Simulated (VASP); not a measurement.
# Gap of PbO (Litharge), level by level, part 2 of 3

Aim: the band gap of PbO (Litharge) at many levels of theory on one cell, with the cost of each. LASPH is on for some levels and off for others; the table marks which. The start is a cell from a database of measured crystal structures.

VASP 6.6.1, plane waves and PAW; the level of theory is named at each step.

So far, least gap on mesh and path (eV): step 2 (bands, level LDA, k 4×4×3) 1.09; step 3 (bands, level PBEsol, k 4×4×3) 1.09; step 4 (bands, level PBE, k 4×4×3) 1.15; step 5 (bands, level r2SCAN, k 4×4×3) 1.46; step 7 (bands, level AM05, k 4×4×3) 1.16.

The database entry behind the starting cell differs from later determinations by our own check (an axis about 0.4 % long against later determinations), so it need not match the best structure at ambient conditions.

## (8) Bands with SCAN, k 4×4×3

This step: SCAN; plane waves and PAW (Pb_d, O) (VASP 6.6.1).

SCAN adds the kinetic-energy density; it is numerically more delicate than r2SCAN.

Contents of INCAR:

```
SYSTEM = PbO
PREC = Accurate
ENCUT = 520
EDIFF = 1E-06
NELM = 100
ISMEAR = 0
SIGMA = 0.02
LREAL = .FALSE.
ALGO = Normal
METAGGA = SCAN
LASPH = .TRUE.
NBANDS = 34
LORBIT = 11
LWAVE = .FALSE.
LCHARG = .FALSE.
KPAR = 4
NCORE = 2
```

Contents of POSCAR:

```
PbO
1.0
    3.9900000000      0.0000000000      0.0000000000
    0.0000000000      3.9900000000      0.0000000000
    0.0000000000      0.0000000000      5.0100000000
Pb O
2 2
Direct
    0.0000000000      0.5000000000      0.2400000000
    0.5000000000      0.0000000000      0.7600000000
    0.0000000000      0.0000000000      0.0000000000
    0.5000000000      0.5000000000      0.0000000000
```

Contents of KPOINTS:

```
Automatic mesh
0
Gamma
4 4 3
0 0 0
```

Contents of KPOINTS_OPT:

```
Line mode
16
Line-mode
Reciprocal
  0.00000000   0.00000000   0.00000000 GAMMA
  0.00000000   0.50000000   0.00000000 X

  0.00000000   0.50000000   0.00000000 X
  0.50000000   0.50000000   0.00000000 M

  0.50000000   0.50000000   0.00000000 M
  0.00000000   0.00000000   0.00000000 GAMMA

  0.00000000   0.00000000   0.00000000 GAMMA
  0.00000000   0.00000000   0.50000000 Z

  0.00000000   0.00000000   0.50000000 Z
  0.00000000   0.50000000   0.50000000 R

  0.00000000   0.50000000   0.50000000 R
  0.50000000   0.50000000   0.50000000 A

  0.50000000   0.50000000   0.50000000 A
  0.00000000   0.00000000   0.50000000 Z

  0.00000000   0.50000000   0.00000000 X
  0.00000000   0.50000000   0.50000000 R

  0.50000000   0.50000000   0.00000000 M
  0.50000000   0.50000000   0.50000000 A
```

The projector-augmented-wave data sets are Pb_d and O (PBE family, release 64).

The run is started by

```console
> mpirun -np 8 vasp_std
```

It took 2.1 min on 8 MPI ranks of AMD EPYC 7R43, shared host; peak memory 1.2 GiB; 16 min of CPU time.

Electronic bands along the path, in eV, zero at the valence-band top; v1 is the highest filled band, c1 the lowest empty one:

```
          point     v4     v3     v2     v1    c1    c2    c3    c4
              Γ  -1.77  -1.71  -1.71   0.00  2.67  5.69  5.69  5.88
0.53 of the way  -2.60  -2.17  -2.03  -0.32  3.64  3.85  5.78  6.06
              X  -3.06  -3.06  -1.72  -1.72  3.56  3.56  6.78  6.78
0.47 of the way  -2.31  -2.31  -1.51  -1.51  2.75  2.75  5.66  5.66
              M  -1.74  -1.74  -1.08  -1.08  1.25  1.25  5.48  5.48
0.47 of the way  -2.87  -2.87  -1.28  -0.64  2.99  3.44  4.96  5.52
              Γ  -1.77  -1.71  -1.71   0.00  2.67  5.69  5.69  5.88
0.47 of the way  -1.79  -1.72  -1.72  -0.33  2.34  4.69  4.69  5.33
              Z  -1.81  -1.74  -1.74  -1.01  2.25  4.04  4.04  4.45
0.53 of the way  -2.46  -2.19  -1.18  -1.00  2.39  3.44  4.77  6.94
              R  -3.02  -3.02  -1.05  -1.05  3.23  3.23  6.40  6.40
0.47 of the way  -1.87  -1.87  -1.49  -1.49  3.56  3.56  4.85  4.85
              A  -2.33  -2.33  -1.08  -1.08  3.56  3.56  4.98  4.98
0.53 of the way  -2.99  -1.60  -1.33  -1.09  2.54  3.82  3.96  6.79
              Z  -1.81  -1.74  -1.74  -1.01  2.25  4.04  4.04  4.45
      jump to X  -3.06  -3.06  -1.72  -1.72  3.56  3.56  6.78  6.78
0.47 of the way  -3.04  -3.04  -1.38  -1.38  3.41  3.41  6.60  6.60
              R  -3.02  -3.02  -1.05  -1.05  3.23  3.23  6.40  6.40
      jump to M  -1.74  -1.74  -1.08  -1.08  1.25  1.25  5.48  5.48
0.47 of the way  -2.02  -2.02  -1.08  -1.08  2.01  2.01  5.76  5.76
              A  -2.33  -2.33  -1.08  -1.08  3.56  3.56  4.98  4.98
```

Of the projections kept (Pb, O), the largest for each band there, as a share of the weight inside these atoms' spheres; weight between the spheres isn't counted:

```
point       v4       v3      v2      v1       c1       c2       c3       c4
    Γ   O 0.93   O 0.91  O 0.91  O 0.60  Pb 0.83  Pb 0.67  Pb 0.67  Pb 0.97
    X   O 0.82   O 0.82  O 0.62  O 0.62  Pb 0.59  Pb 0.59  Pb 0.79  Pb 0.79
    M  Pb 0.56  Pb 0.56  O 0.97  O 0.97  Pb 0.85  Pb 0.85  Pb 0.86  Pb 0.86
    Γ   O 0.93   O 0.91  O 0.91  O 0.60  Pb 0.83  Pb 0.67  Pb 0.67  Pb 0.97
    Z   O 0.93   O 0.90  O 0.90  O 0.78  Pb 0.91  Pb 0.91  Pb 0.91  Pb 0.88
    R   O 0.82   O 0.82  O 0.69  O 0.69   O 0.56   O 0.56  Pb 0.85  Pb 0.85
```

The gap is 1.25 eV, indirect. Against LDA that is +0.16 eV; this run took 3.4 times the core time.

## (9) Starting orbitals for the hybrid with PBE, k 4×4×3

This step: PBE; plane waves and PAW (Pb_d, O) (VASP 6.6.1).

A hybrid converges badly from random orbitals, so a cheap semilocal run writes a WAVECAR on the same mesh first.

Contents of INCAR:

```
SYSTEM = PbO
PREC = Accurate
ENCUT = 520
EDIFF = 1E-05
NELM = 100
ISMEAR = 0
SIGMA = 0.02
LREAL = .FALSE.
ALGO = Normal
GGA = PE
NBANDS = 26
LORBIT = 11
LWAVE = .TRUE.
LCHARG = .FALSE.
KPAR = 4
NCORE = 2
```

POSCAR is that of step 8.

KPOINTS is that of step 8.

The run is started by

```console
> mpirun -np 8 vasp_std
```

Run time: 6.2 s. Hardware: 8 MPI ranks; peak memory 1.1 GiB.

The gap is read on the k-mesh alone, so it is an upper bound where the band edges lie off the mesh, and a coarse mesh can show a gap where there is none.

A gap read on the k-mesh alone can miss the band edges.

Numbers from this step:

```yaml
scf_cycles: 14
bands: 26
free_energy_toten: -21.43 eV
fermi_energy: 5.186 eV
pressure: 3.106 GPa
valence_top_at_k: 0, 0, 0
gap_on_the_k_mesh: 1.157 eV
least_direct_gap_on_the_k_mesh: 2.107 eV
```

## (10) Bands with HSE06, k 4×4×3

This step: HSE06; plane waves and PAW (Pb_d, O) (VASP 6.6.1).

HSE06 mixes in a quarter of exact exchange at short range, at far higher cost; in semiconductors this cures much of the gap error, while metals seldom gain.

Contents of INCAR:

```
SYSTEM = PbO
PREC = Accurate
ENCUT = 520
EDIFF = 1E-06
NELM = 100
ISMEAR = 0
SIGMA = 0.02
LREAL = .FALSE.
ALGO = Normal
LHFCALC = .TRUE.
AEXX = 0.25
GGA = PE
HFSCREEN = 0.2
LASPH = .TRUE.
NBANDS = 26
PRECFOCK = Fast
LORBIT = 11
LWAVE = .FALSE.
LCHARG = .FALSE.
KPAR = 4
```

POSCAR is that of step 9.

KPOINTS is that of step 9.

KPOINTS_OPT: that of step 8 with these lines changed.

```diff
@@ -1,3 +1,3 @@
 Line mode
-16
+6
 Line-mode
```

The WAVECAR or CHGCAR of an earlier step is read.

The run is started by

```console
> mpirun -np 8 vasp_std
```

The job ended after 12 min (8 MPI ranks; peak memory 2.2 GiB; 1.6 h of CPU time).

The k-mesh is coarse for exact exchange; levels may shift by about 0.1 eV on a finer one.

The electronic bands at the labelled points (eV, zero at the valence-band top; v1 is the highest filled band, c1 the lowest empty one):

```
          point     v4     v3     v2     v1    c1    c2    c3    c4
              Γ  -2.16  -2.07  -2.07   0.00  3.29  6.52  6.52  6.58
0.60 of the way  -3.04  -2.68  -2.45  -0.54  4.19  4.62  6.63  7.03
              X  -3.51  -3.51  -1.91  -1.91  4.25  4.25  7.72  7.72
0.40 of the way  -2.74  -2.74  -1.78  -1.78  3.61  3.61  6.54  6.54
              M  -1.84  -1.84  -1.40  -1.40  1.83  1.83  6.16  6.16
0.40 of the way  -3.03  -2.93  -1.57  -0.92  3.23  3.75  5.82  6.46
              Γ  -2.16  -2.07  -2.07   0.00  3.29  6.52  6.52  6.58
0.40 of the way  -2.18  -2.08  -2.08  -0.29  3.02  5.65  5.65  6.18
              Z  -2.21  -2.09  -2.09  -1.23  2.89  4.81  4.81  5.06
0.40 of the way  -2.59  -2.37  -1.48  -1.20  3.15  3.72  5.24  7.15
              R  -3.48  -3.48  -1.21  -1.21  3.90  3.90  7.29  7.29
0.40 of the way  -2.44  -2.44  -1.54  -1.54  4.17  4.17  5.82  5.82
              A  -2.48  -2.48  -1.41  -1.41  4.19  4.19  5.77  5.77
0.40 of the way  -2.77  -1.98  -1.57  -1.47  3.62  4.39  4.98  6.86
              Z  -2.21  -2.09  -2.09  -1.23  2.89  4.81  4.81  5.06
      jump to X  -3.51  -3.51  -1.91  -1.91  4.25  4.25  7.72  7.72
0.40 of the way  -3.50  -3.50  -1.63  -1.63  4.12  4.12  7.56  7.56
              R  -3.48  -3.48  -1.21  -1.21  3.90  3.90  7.29  7.29
      jump to M  -1.84  -1.84  -1.40  -1.40  1.83  1.83  6.16  6.16
0.40 of the way  -2.08  -2.08  -1.40  -1.40  2.41  2.41  6.44  6.44
              A  -2.48  -2.48  -1.41  -1.41  4.19  4.19  5.77  5.77
```

Of the projections kept (Pb, O), the largest for each band there, as a share of the weight inside these atoms' spheres; weight between the spheres isn't counted:

```
point       v4       v3      v2      v1       c1       c2       c3       c4
    Γ   O 0.93   O 0.91  O 0.91  O 0.56  Pb 0.83  Pb 0.68  Pb 0.68  Pb 0.97
    X   O 0.82   O 0.82  O 0.60  O 0.60  Pb 0.62  Pb 0.62  Pb 0.80  Pb 0.80
    M  Pb 0.59  Pb 0.59  O 0.97  O 0.97  Pb 0.85  Pb 0.85  Pb 0.88  Pb 0.88
    Γ   O 0.93   O 0.91  O 0.91  O 0.56  Pb 0.83  Pb 0.68  Pb 0.68  Pb 0.97
    Z   O 0.93   O 0.90  O 0.90  O 0.77  Pb 0.93  Pb 0.93  Pb 0.93  Pb 0.87
    R   O 0.83   O 0.83  O 0.66  O 0.66   O 0.54   O 0.54  Pb 0.86  Pb 0.86
```

The gap is 1.83 eV, indirect, from Γ to M. Against LDA that is +0.74 eV; this run took 20 times the core time, on fewer points of the path.

## (11) Bands with B3LYP, k 4×4×3

This step: B3LYP; plane waves and PAW (Pb_d, O) (VASP 6.6.1).

B3LYP, with a fifth of exact exchange, was fitted to molecules.

INCAR: that of step 10 with these lines changed.

```diff
@@ -10,5 +10,7 @@
 LHFCALC = .TRUE.
-AEXX = 0.25
-GGA = PE
-HFSCREEN = 0.2
+AEXX = 0.2
+GGA = B3
+AGGAX = 0.72
+AGGAC = 0.81
+ALDAC = 0.19
 LASPH = .TRUE.
@@ -16,2 +18,3 @@
 PRECFOCK = Fast
+HFRCUT = -1
 LORBIT = 11
```

POSCAR is that of step 10.

KPOINTS is that of step 10.

KPOINTS_OPT is that of step 10.

The run is started by

```console
> mpirun -np 8 vasp_std
```

It took 11 min on 8 MPI ranks; peak memory 1.3 GiB; 1.5 h of CPU time.

The k-mesh is coarse for unscreened exact exchange, which converges slowly with it.

The electronic bands at the labelled points (eV, zero at the valence-band top; v1 is the highest filled band, c1 the lowest empty one):

```
          point     v4     v3     v2     v1    c1    c2    c3    c4
              Γ  -2.06  -1.98  -1.98   0.00  3.73  6.87  6.87  6.97
0.60 of the way  -2.94  -2.58  -2.36  -0.54  4.62  5.04  7.03  7.37
              X  -3.38  -3.38  -1.87  -1.87  4.68  4.68  8.03  8.03
0.40 of the way  -2.65  -2.65  -1.74  -1.74  4.07  4.07  6.93  6.93
              M  -1.85  -1.85  -1.33  -1.33  2.31  2.31  6.66  6.66
0.40 of the way  -2.97  -2.82  -1.49  -0.93  3.70  4.19  6.23  6.85
              Γ  -2.06  -1.98  -1.98   0.00  3.73  6.87  6.87  6.97
0.40 of the way  -2.07  -1.98  -1.98  -0.28  3.46  6.02  6.02  6.57
              Z  -2.10  -2.01  -2.01  -1.19  3.35  5.18  5.18  5.53
0.40 of the way  -2.48  -2.28  -1.44  -1.16  3.61  4.17  5.61  7.55
              R  -3.35  -3.35  -1.19  -1.19  4.35  4.35  7.62  7.62
0.40 of the way  -2.33  -2.33  -1.52  -1.52  4.61  4.61  6.25  6.25
              A  -2.47  -2.47  -1.33  -1.33  4.67  4.67  6.18  6.18
0.40 of the way  -2.65  -1.97  -1.49  -1.43  4.08  4.84  5.43  7.26
              Z  -2.10  -2.01  -2.01  -1.19  3.35  5.18  5.18  5.53
      jump to X  -3.38  -3.38  -1.87  -1.87  4.68  4.68  8.03  8.03
0.40 of the way  -3.37  -3.37  -1.60  -1.60  4.56  4.56  7.88  7.88
              R  -3.35  -3.35  -1.19  -1.19  4.35  4.35  7.62  7.62
      jump to M  -1.85  -1.85  -1.33  -1.33  2.31  2.31  6.66  6.66
0.40 of the way  -2.07  -2.07  -1.33  -1.33  2.89  2.89  6.91  6.91
              A  -2.47  -2.47  -1.33  -1.33  4.67  4.67  6.18  6.18
```

Of the projections kept (Pb, O), the largest for each band there, as a share of the weight inside these atoms' spheres; weight between the spheres isn't counted:

```
point       v4       v3      v2      v1       c1       c2       c3       c4
    Γ   O 0.93   O 0.91  O 0.91  O 0.58  Pb 0.83  Pb 0.68  Pb 0.68  Pb 0.98
    X   O 0.82   O 0.82  O 0.61  O 0.61  Pb 0.62  Pb 0.62  Pb 0.80  Pb 0.80
    M  Pb 0.58  Pb 0.58  O 0.97  O 0.97  Pb 0.85  Pb 0.85  Pb 0.87  Pb 0.87
    Γ   O 0.93   O 0.91  O 0.91  O 0.58  Pb 0.83  Pb 0.68  Pb 0.68  Pb 0.98
    Z   O 0.93   O 0.90  O 0.90  O 0.78  Pb 0.93  Pb 0.93  Pb 0.93  Pb 0.87
    R   O 0.83   O 0.83  O 0.67  O 0.67   O 0.53   O 0.53  Pb 0.86  Pb 0.86
```

The gap is 2.31 eV, indirect, from Γ to M. Against LDA that is +1.22 eV; this run took 19 times the core time, on fewer points of the path.

## (12) Bands with HSEsol, k 4×4×3

This step: HSEsol; plane waves and PAW (Pb_d, O) (VASP 6.6.1).

HSEsol is the screened hybrid built on PBEsol.

INCAR: that of step 11 with these lines changed.

```diff
@@ -10,7 +10,5 @@
 LHFCALC = .TRUE.
-AEXX = 0.2
-GGA = B3
-AGGAX = 0.72
-AGGAC = 0.81
-ALDAC = 0.19
+AEXX = 0.25
+GGA = PS
+HFSCREEN = 0.2
 LASPH = .TRUE.
@@ -18,3 +16,2 @@
 PRECFOCK = Fast
-HFRCUT = -1
 LORBIT = 11
```

POSCAR is that of step 11.

KPOINTS is that of step 11.

KPOINTS_OPT is that of step 11.

The run is started by

```console
> mpirun -np 8 vasp_std
```

The job ended after 10 min (8 MPI ranks; peak memory 2.3 GiB; 82 min of CPU time).

The electronic bands at the labelled points (eV, zero at the valence-band top; v1 is the highest filled band, c1 the lowest empty one):

```
          point     v4     v3     v2     v1    c1    c2    c3    c4
              Γ  -2.16  -2.07  -2.07   0.00  3.23  6.49  6.49  6.49
0.60 of the way  -3.05  -2.69  -2.46  -0.53  4.14  4.56  6.56  7.00
              X  -3.53  -3.53  -1.91  -1.91  4.19  4.19  7.69  7.69
0.40 of the way  -2.75  -2.75  -1.78  -1.78  3.56  3.56  6.50  6.50
              M  -1.84  -1.84  -1.40  -1.40  1.77  1.77  6.07  6.07
0.40 of the way  -3.04  -2.95  -1.57  -0.91  3.18  3.69  5.76  6.42
              Γ  -2.16  -2.07  -2.07   0.00  3.23  6.49  6.49  6.49
0.40 of the way  -2.17  -2.07  -2.07  -0.28  2.94  5.60  5.60  6.12
              Z  -2.20  -2.09  -2.09  -1.22  2.79  4.75  4.75  5.00
0.40 of the way  -2.59  -2.38  -1.47  -1.20  3.09  3.64  5.18  7.11
              R  -3.49  -3.49  -1.20  -1.20  3.85  3.85  7.24  7.24
0.40 of the way  -2.44  -2.44  -1.54  -1.54  4.12  4.12  5.77  5.77
              A  -2.49  -2.49  -1.40  -1.40  4.16  4.16  5.70  5.70
0.40 of the way  -2.78  -1.99  -1.57  -1.46  3.55  4.35  4.93  6.80
              Z  -2.20  -2.09  -2.09  -1.22  2.79  4.75  4.75  5.00
      jump to X  -3.53  -3.53  -1.91  -1.91  4.19  4.19  7.69  7.69
0.40 of the way  -3.51  -3.51  -1.63  -1.63  4.07  4.07  7.52  7.52
              R  -3.49  -3.49  -1.20  -1.20  3.85  3.85  7.24  7.24
      jump to M  -1.84  -1.84  -1.40  -1.40  1.77  1.77  6.07  6.07
0.40 of the way  -2.08  -2.08  -1.40  -1.40  2.35  2.35  6.37  6.37
              A  -2.49  -2.49  -1.40  -1.40  4.16  4.16  5.70  5.70
```

Of the projections kept (Pb, O), the largest for each band there, as a share of the weight inside these atoms' spheres; weight between the spheres isn't counted:

```
point       v4       v3      v2      v1       c1       c2       c3       c4
    Γ   O 0.93   O 0.91  O 0.91  O 0.56  Pb 0.82  Pb 0.96  Pb 0.68  Pb 0.68
    X   O 0.82   O 0.82  O 0.60  O 0.60  Pb 0.62  Pb 0.62  Pb 0.79  Pb 0.79
    M  Pb 0.60  Pb 0.60  O 0.97  O 0.97  Pb 0.84  Pb 0.84  Pb 0.89  Pb 0.89
    Γ   O 0.93   O 0.91  O 0.91  O 0.56  Pb 0.82  Pb 0.96  Pb 0.68  Pb 0.68
    Z   O 0.93   O 0.90  O 0.90  O 0.77  Pb 0.93  Pb 0.93  Pb 0.93  Pb 0.86
    R   O 0.82   O 0.82  O 0.66  O 0.66   O 0.54   O 0.54  Pb 0.86  Pb 0.86
```

The gap is 1.77 eV, indirect, from Γ to M. Against LDA that is +0.68 eV; this run took 17 times the core time, on fewer points of the path.

## (13) Dielectric constant for the exchange share

This step: PBE; plane waves and PAW (Pb_d, O) (VASP 6.6.1).

The share of exact exchange of the next level is the inverse of the dielectric constant, which this PBE response run supplies.

Contents of INCAR:

```
SYSTEM = PbO
PREC = Accurate
ENCUT = 520
EDIFF = 1E-08
NELM = 100
ISMEAR = 0
SIGMA = 0.01
LREAL = .FALSE.
ALGO = Normal
GGA = PE
NBANDS = 26
LORBIT = 11
LWAVE = .FALSE.
LCHARG = .FALSE.
KPAR = 8
LEPSILON = .TRUE.
```

POSCAR is that of step 12.

Contents of KPOINTS:

```
Automatic mesh
0
Gamma
6 6 5
0 0 0
```

The run is started by

```console
> mpirun -np 8 vasp_std
```

Wall time 2.6 min (8 MPI ranks); peak memory 3.1 GiB.

Energies printed during the response cycles are not total energies of the cell. The dielectric response converges more slowly with the mesh than energies do, so tensor and charges may still move on a finer one.

This step gave:

```yaml
irreducible_k_points: 30
fermi_energy: 5.151 eV
pressure: 3.051 GPa
least_direct_gap_on_the_k_mesh: 2.110 eV
```

Electronic dielectric tensor with local fields:

```
6.87 0.00 0.00
0.00 6.87 0.00
0.00 0.00 6.25
```

Born effective charge (e), principal values of the symmetric part by kind of site:

```
atom  atoms with these values    low  middle   high   mean
 Pb1                        2   2.32    3.14   3.14   2.87
  O3                        2  -3.14   -3.14  -2.32  -2.87
```

In full for Pb1:

```
3.14 0.00 0.00
0.00 3.14 0.00
0.00 0.00 2.32
```

The Born charges sum to zero; the printed set may have that rule imposed, so this is no test.

## (14) Bands with PBE-EpsX, k 4×4×3

This step: PBE-EpsX, exact-exchange share 1/6.665; plane waves and PAW (Pb_d, O) (VASP 6.6.1).

Here the share of exact exchange is set to the inverse of the computed dielectric constant, since screening weakens exchange.

Contents of INCAR:

```
SYSTEM = PbO
PREC = Accurate
ENCUT = 520
EDIFF = 1E-06
NELM = 100
ISMEAR = 0
SIGMA = 0.02
LREAL = .FALSE.
ALGO = Normal
LHFCALC = .TRUE.
AEXX = 0.15
GGA = PE
LASPH = .TRUE.
NBANDS = 26
PRECFOCK = Fast
HFRCUT = -1
LORBIT = 11
LWAVE = .FALSE.
LCHARG = .FALSE.
KPAR = 4
```

POSCAR is that of step 13.

Contents of KPOINTS:

```
Automatic mesh
0
Gamma
4 4 3
0 0 0
```

KPOINTS_OPT is that of step 12.

The run is started by

```console
> mpirun -np 8 vasp_std
```

It took 11 min on 8 MPI ranks; peak memory 1.5 GiB.

The share of exact exchange rests on that dielectric constant; a constant that is too large makes it too small.

Electronic bands along the path, in eV, zero at the valence-band top; v1 is the highest filled band, c1 the lowest empty one:

```
          point     v4     v3     v2     v1    c1    c2    c3    c4
              Γ  -1.98  -1.89  -1.89   0.00  3.31  6.53  6.53  6.58
0.60 of the way  -2.87  -2.49  -2.30  -0.51  4.24  4.64  6.61  7.03
              X  -3.30  -3.30  -1.83  -1.83  4.29  4.29  7.69  7.69
0.40 of the way  -2.60  -2.60  -1.68  -1.68  3.69  3.69  6.54  6.54
              M  -1.78  -1.78  -1.25  -1.25  1.92  1.92  6.18  6.18
0.40 of the way  -2.93  -2.76  -1.41  -0.88  3.31  3.80  5.83  6.45
              Γ  -1.98  -1.89  -1.89   0.00  3.31  6.53  6.53  6.58
0.40 of the way  -2.00  -1.90  -1.90  -0.27  3.04  5.68  5.68  6.20
              Z  -2.02  -1.92  -1.92  -1.14  2.93  4.85  4.85  5.12
0.40 of the way  -2.41  -2.19  -1.37  -1.11  3.22  3.75  5.27  7.15
              R  -3.27  -3.27  -1.13  -1.13  3.96  3.96  7.27  7.27
0.40 of the way  -2.26  -2.26  -1.46  -1.46  4.22  4.22  5.85  5.85
              A  -2.43  -2.43  -1.25  -1.25  4.28  4.28  5.77  5.77
0.40 of the way  -2.58  -1.93  -1.41  -1.38  3.67  4.46  5.01  6.85
              Z  -2.02  -1.92  -1.92  -1.14  2.93  4.85  4.85  5.12
      jump to X  -3.30  -3.30  -1.83  -1.83  4.29  4.29  7.69  7.69
0.40 of the way  -3.29  -3.29  -1.55  -1.55  4.17  4.17  7.54  7.54
              R  -3.27  -3.27  -1.13  -1.13  3.96  3.96  7.27  7.27
      jump to M  -1.78  -1.78  -1.25  -1.25  1.92  1.92  6.18  6.18
0.40 of the way  -2.02  -2.02  -1.25  -1.25  2.50  2.50  6.44  6.44
              A  -2.43  -2.43  -1.25  -1.25  4.28  4.28  5.77  5.77
```

Of the projections kept (Pb, O), the largest for each band there, as a share of the weight inside these atoms' spheres; weight between the spheres isn't counted:

```
point       v4       v3      v2      v1       c1       c2       c3       c4
    Γ   O 0.93   O 0.91  O 0.91  O 0.58  Pb 0.82  Pb 0.67  Pb 0.67  Pb 0.97
    X   O 0.82   O 0.82  O 0.61  O 0.61  Pb 0.61  Pb 0.61  Pb 0.79  Pb 0.79
    M  Pb 0.58  Pb 0.58  O 0.97  O 0.97  Pb 0.85  Pb 0.85  Pb 0.88  Pb 0.88
    Γ   O 0.93   O 0.91  O 0.91  O 0.58  Pb 0.82  Pb 0.67  Pb 0.67  Pb 0.97
    Z   O 0.93   O 0.90  O 0.90  O 0.78  Pb 0.92  Pb 0.93  Pb 0.93  Pb 0.87
    R   O 0.82   O 0.82  O 0.68  O 0.68   O 0.55   O 0.55  Pb 0.85  Pb 0.85
```

The gap is 1.92 eV, indirect, from Γ to M. Against LDA that is +0.83 eV; this run took 19 times the core time, on fewer points of the path.

(Part 2 of 3 ends here.)

[Lines on the potential files, build, host, timing and source positions are cut from VASP's logs without a mark.]

[Logs are printed without paths, hosts, clocks, repeated set-up lines and the standing remarks that a program may print on its own settings, such as how far it seeks lower states.]

[Hosts, paths, dates, database ids (printed as entryN), source tags and the programs' standing remarks are cut or masked in the printed files.]

[A measured line is paired with the nearest computed mode of its activity, which favours agreement.]

[In band tables of VASP the shares of atoms and orbitals are scaled to a sum of 1 inside the atoms' spheres.]
